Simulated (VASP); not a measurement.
Data:

```
CELL_PARAMETERS angstrom
      4.00343     0.00000     0.00000
     -2.00171     3.46707     0.00000
      0.00000     0.00000     7.90812
ATOMIC_POSITIONS crystal
  Eu 0.00000 0.00000 0.00000
  Eu 0.00000 0.00000 0.50000
  Cu 0.66667 0.33333 0.25000
  Cu 0.33333 0.66667 0.75000
  P  0.66667 0.33333 0.75000
  P  0.33333 0.66667 0.25000
```

All values below come from PBEsol GGA, VASP's PBE PAW potentials (set 64) (plane waves; VASP). Settings: 400 eV cut-off, Gaussian smearing of 0.050 eV, potentials Eu_2 Cu P.

The 4f electrons are frozen in the core of the lanthanide potential, so 4f levels, which can set the real gap, and their magnetism are missing.

Question: Give the energies of bands 14 to 27 at the high-symmetry points, in eV from the Fermi level.

Answer: 
| band | Γ | M | K | A | L | H |
|---|---|---|---|---|---|---|
| 14 | -3.92 | -3.83 | -3.81 | -4.20 | -4.01 | -3.97 |
| 15 | -3.67 | -3.66 | -3.77 | -3.57 | -3.57 | -3.77 |
| 16 | -3.67 | -3.62 | -3.68 | -3.57 | -3.57 | -3.77 |
| 17 | -3.45 | -3.55 | -3.46 | -3.57 | -3.50 | -3.46 |
| 18 | -3.45 | -3.49 | -3.45 | -3.57 | -3.50 | -3.46 |
| 19 | -3.32 | -3.38 | -3.45 | -2.74 | -3.44 | -3.38 |
| 20 | -1.34 | -3.30 | -3.13 | -2.74 | -3.44 | -3.38 |
| 21 | -0.68 | -2.63 | -3.13 | -0.28 | -2.16 | -3.16 |
| 22 | -0.68 | -1.85 | -2.83 | -0.28 | -2.16 | -3.16 |
| 23 | 0.31 | -1.63 | -1.52 | -0.28 | -1.48 | -1.40 |
| 24 | 0.31 | -1.34 | -1.52 | -0.28 | -1.48 | -1.40 |
| 25 | 0.68 | -0.12 | 1.16 | 1.58 | 0.24 | 0.61 |
| 26 | 1.81 | 0.14 | 1.16 | 1.58 | 0.24 | 0.61 |
| 27 | 1.88 | 3.32 | 2.78 | 2.71 | 2.34 | 4.05 |

It has no gap at this level: it comes out as a metal or semimetal.

The structure comes from a computed database's EuCuP entry (P6_3/mmc); how it stands against other phases isn't given here. It was relaxed first, which changed the volume by -6 %.
